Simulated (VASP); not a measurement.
A convergence study with VASP on MgB2 (space group no. 191 when undisturbed): a few settings are varied, all else stays as given below, so the limit is that of these other settings. One atom is moved off its site, so that forces are finite.

```yaml
crystal:
  lattice:
    - [1.55272, -2.68940, 0.00000]
    - [1.55272, 2.68940, 0.00000]
    - [0.00000, 0.00000, 3.53760]
  atoms:
    - { symbol: Mg, position: [0.00000, 0.00000, 0.01413] }
    - { symbol: B, position: [0.33333, 0.66667, 0.50000] }
    - { symbol: B, position: [0.66667, 0.33333, 0.50000] }
```

Computed with PBEsol GGA, VASP's PBE PAW potentials (set 64) (plane waves; VASP 6.6.1). The last row used: 400 eV cut-off, 15×15×11 Γ-centred mesh, tetrahedra with Blöchl corrections, potentials Mg B.

```json
[
 {"setting": "5×5×4 mesh", "E (eV/atom)": "-5.3964", "pressure (GPa)": "-5.55", "largest force (eV/Å)": "0.286", "irreducible k-points": "15"},
 {"setting": "6×6×5 mesh", "E (eV/atom)": "-5.4028", "pressure (GPa)": "-5.53", "largest force (eV/Å)": "0.294", "irreducible k-points": "21"},
 {"setting": "8×8×6 mesh", "E (eV/atom)": "-5.3999", "pressure (GPa)": "-5.49", "largest force (eV/Å)": "0.299", "irreducible k-points": "40"},
 {"setting": "10×10×7 mesh", "E (eV/atom)": "[?]", "pressure (GPa)": "[?]", "largest force (eV/Å)": "[?]", "irreducible k-points": "56"},
 {"setting": "12×12×9 mesh", "E (eV/atom)": "-5.3983", "pressure (GPa)": "-5.52", "largest force (eV/Å)": "0.303", "irreducible k-points": "95"},
 {"setting": "15×15×11 mesh", "E (eV/atom)": "[?]", "pressure (GPa)": "-5.53", "largest force (eV/Å)": "[?]", "irreducible k-points": "162"}
]
```

Question: Some entries are withheld; supply them.

Answer: 
- 10×10×7 mesh, E (eV/atom): -5.3986
- 10×10×7 mesh, pressure (GPa): -5.51
- 10×10×7 mesh, largest force (eV/Å): 0.301
- 15×15×11 mesh, E (eV/atom): -5.3982
- 15×15×11 mesh, largest force (eV/Å): 0.304

Left out are rungs that failed or repeat a setting and relaxations that didn't move; long series are thinned to 24 rows.

The structure is a typed MgB2 crystal (space group no. 191). The cell was not relaxed at this level, it is distorted from the ideal structure.
